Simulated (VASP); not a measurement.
Input:

```
CELL_PARAMETERS angstrom
      5.85497     0.00000     0.00000
      0.00000     5.85497     0.00000
      0.00000     0.00000     5.85497
ATOMIC_POSITIONS crystal
  Ni 0.97815 0.97815 0.97815
  Ni 0.47815 0.52185 0.02185
  Ni 0.02185 0.47815 0.52185
  Ni 0.52185 0.02185 0.47815
  Sb 0.63194 0.63194 0.63194
  Sb 0.13194 0.86806 0.36806
  Sb 0.36806 0.13194 0.86806
  Sb 0.86806 0.36806 0.13194
  S  0.37969 0.37969 0.37969
  S  0.87969 0.12031 0.62031
  S  0.62031 0.87969 0.12031
  S  0.12031 0.62031 0.87969
```

Method: PBEsol GGA, VASP's PBE PAW potentials (set 64) (plane waves; VASP). Run with 400 eV cut-off, 5×5×5 Γ-centred mesh, first-order Methfessel-Paxton smearing of 0.10 eV, potentials Ni Sb S.

Unless said otherwise, spin-orbit coupling is left out, though it shifts the bands of the heavy elements here.

Problem. What does the run give for the energy per atom (σ→0), band gap (on the k-mesh) with the smallest direct gap where there is one?

Solution. 
```
Quantity                                                    Result
------------------------  ----------------------------------------
band gap (on the k-mesh)  none (metal, semimetal or under 0.01 eV)
energy per atom (σ→0)                               -5.431 eV/atom
```

Total energies compare only between runs with the same potentials, cut-off and functional.

The compound is NiSbS in the sg198 structure. It was relaxed first. The start is the result of an earlier pass. The run is not spin-polarised, so no magnetic state was tried.
